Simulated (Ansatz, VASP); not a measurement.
## SrHg3O4: VASP beside Ansatz

```
Sr Hg O
1.0
     4.78293    0.00000    0.00000
     0.00000    4.78293    0.00000
     0.00000    0.00000    4.78293
Sr Hg O
1 3 4
Cartesian
  0.0000 0.0000 0.0000
  0.0000 2.3915 2.3915
  2.3915 0.0000 2.3915
  2.3915 2.3915 0.0000
  2.3915 0.0000 0.0000
  2.3915 2.3915 2.3915
  0.0000 0.0000 2.3915
  0.0000 2.3915 0.0000
```

Alike in both runs: task single point; functional PBE; k mesh 8 × 8 × 8; occupations gaussian, width 0.1 eV; no spin polarisation.

|  | VASP | Ansatz |
| --- | --- | --- |
| version | VASP 6.6.1 | Ansatz 0.2.0 |
| potentials or method | VASP PAW PBE potentials, release 64 (Sr_sv, Hg, O) | scalar-relativistic, plane waves, PAW |
| plane-wave cutoff (eV) | 520 | 420 |
| valence electrons in the cell | 70 | 94 |

|  | VASP | Ansatz | Ansatz less VASP |
| --- | --- | --- | --- |
| gap on the k mesh at the Fermi level (eV) | none | none | - |
| pressure (GPa) | 18.9 | 17.5 | -1.46 |

A gap of «none» marks a metal or a gap that the smearing closes. With one functional, cell and mesh, what is left measures potentials, basis and numerics. The two sets of potentials don't hold the same shells in valence.

Caveats: so large a pressure means that the cell lies far from this level's equilibrium, or that cutoff or potentials fall short (VASP). The runs have no spin-orbit coupling, so splittings on Hg are missing.
